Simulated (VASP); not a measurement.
VASP ran on this input.

**KPOINTS**
```
Automatic mesh
0
Monkhorst-Pack
9 8 4
0 0 0
```

**INCAR**
```
SYSTEM = Eu
PREC = Accurate
ENCUT = 400
EDIFF = 1E-6
NELM = 100
ALGO = Normal
LREAL = .FALSE.
LASPH = .TRUE.
ISMEAR = 1
SIGMA = 0.1
GGA = PE
LMAXMIX = 6
LWAVE = .FALSE.
LCHARG = .FALSE.
ISIF = 2
```

POSCAR:
```
Eu
1
   -2.2900000000     2.2900000000     2.2900000000
    2.2900000000    -2.2900000000     2.2900000000
    2.2900000000     2.2900000000    -2.2900000000
Eu
1
Direct
  0.0000000000   0.0000000000   0.0000000000
```

POTCAR, in this order: Eu_2 (PBE.64 set). Program: vasp_std.

Task: Does this input run properly? What does VASP do?

Result: There is a fault: the mesh has unequal divisions along equivalent axes and breaks the lattice's symmetry. The run ends without an error. Against the sound run, the energy per atom (σ→0) rises by 0.005 eV/atom; the pressure falls by 0.04 GPa.

File standard output:
```
 POSCAR found type information on POSCAR Eu
 POSCAR found :  1 types and       1 ions
 Reading from existing POTCAR
 Reading from existing POTCAR
 LDA part: xc-table for (Slater+PW92), standard interpolation

 -----------------------------------------------------------------------------
|                                                                             |
|           W    W    AA    RRRRR   N    N  II  N    N   GGGG   !!!           |
|           W    W   A  A   R    R  NN   N  II  NN   N  G    G  !!!           |
|           W    W  A    A  R    R  N N  N  II  N N  N  G       !!!           |
|           W WW W  AAAAAA  RRRRR   N  N N  II  N  N N  G  GGG   !            |
|           WW  WW  A    A  R   R   N   NN  II  N   NN  G    G                |
|           W    W  A    A  R    R  N    N  II  N    N   GGGG   !!!           |
|                                                                             |
|     Your reciprocal lattice and k-lattice belong to different lattice       |
|     classes:                                                                |
|                                                                             |
|        The reciprocal lattice is face-centered cubic,                       |
|        whereas your k-lattice is triclinic.                                 |
|                                                                             |
|     Results are often still useful ...                                      |
|                                                                             |
 -----------------------------------------------------------------------------

 POSCAR, INCAR and KPOINTS ok, starting setup
 WAVECAR not read
 entering main loop
       N       E                     dE             d eps       ncg     rms          rms(c)
DAV:   1     0.617945224898E+01    0.61795E+01   -0.34415E+03  2368   0.666E+02
DAV:   2    -0.171094953971E+01   -0.78904E+01   -0.76976E+01  3456   0.917E+01
DAV:   3    -0.181929296644E+01   -0.10834E+00   -0.10107E+00  2824   0.723E+00
DAV:   4    -0.182199620476E+01   -0.27032E-02   -0.27051E-02  3760   0.134E+00
DAV:   5    -0.182199970813E+01   -0.35034E-05   -0.35034E-05  2856   0.382E-02    0.636E+00
DAV:   6    -0.183385565933E+01   -0.11856E-01   -0.15449E-03  3720   0.404E-01    0.379E+00
DAV:   7    -0.184050637799E+01   -0.66507E-02   -0.38224E-03  3416   0.606E-01    0.576E-02
DAV:   8    -0.184054861684E+01   -0.42239E-04   -0.12589E-04  3760   0.923E-02    0.151E-02
DAV:   9    -0.184055554443E+01   -0.69276E-05   -0.71061E-06  3376   0.208E-02    0.569E-03
DAV:  10    -0.184055537471E+01    0.16971E-06   -0.16781E-06  3192   0.102E-02
   1 F= -.18405554E+01 E0= -.18402641E+01  d E =-.873964E-03
```

File OUTCAR:
```
------------------------ aborting loop because EDIFF is reached ----------------------------------------
  FORCE on cell =-STRESS in cart. coord.  units (eV):
  Direction    XX          YY          ZZ          XY          YZ          ZX
  --------------------------------------------------------------------------------------
  Total       -0.3113649     -0.3113649     -0.3113649      0.0000000      0.0000000      0.0000000
  in kB      -10.3851758    -10.3851758    -10.3851758      0.0000000      0.0000000      0.0000000
  external PRESSURE =     -10.3851758 kB  Pullay stress =       0.0000000 kB
  volume of cell :       48.04
      direct lattice vectors                 reciprocal lattice vectors
    -2.290000000  2.290000000  2.290000000     0.000000000  0.218340611  0.218340611
     2.290000000 -2.290000000  2.290000000     0.218340611  0.000000000  0.218340611
     2.290000000  2.290000000 -2.290000000     0.218340611  0.218340611  0.000000000
 POSITION                                       TOTAL-FORCE (eV/Angst)
 -----------------------------------------------------------------------------------
      0.00000      0.00000      0.00000         0.000000      0.000000     -0.000000
 -----------------------------------------------------------------------------------
    total drift:                               -0.000000      0.000000      0.000000
  FREE ENERGIE OF THE ION-ELECTRON SYSTEM (eV)
  ---------------------------------------------------
  free  energy   TOTEN  =        -1.8405553747 eV

  energy  without entropy=       -1.8396814103  energy(sigma->0) =       -1.84026405
```
(Selected blocks of OUTCAR.)

To mend it, correct KPOINTS.
**KPOINTS**
```
Automatic mesh
0
Gamma
9 9 9
0 0 0
```
The mended run (PBE GGA, plane waves, VASP's PBE PAW potentials (set 64)) converges, and its OSZICAR ends with
```
   1 F= -.18458575E+01 E0= -.18453634E+01  d E =-.148229E-02
```

The compound is Eu in the bcc structure. The cell was not relaxed at this level. The 4f electrons are frozen in the core of the lanthanide potential, so 4f levels, which can set the real gap, and their magnetism are missing.
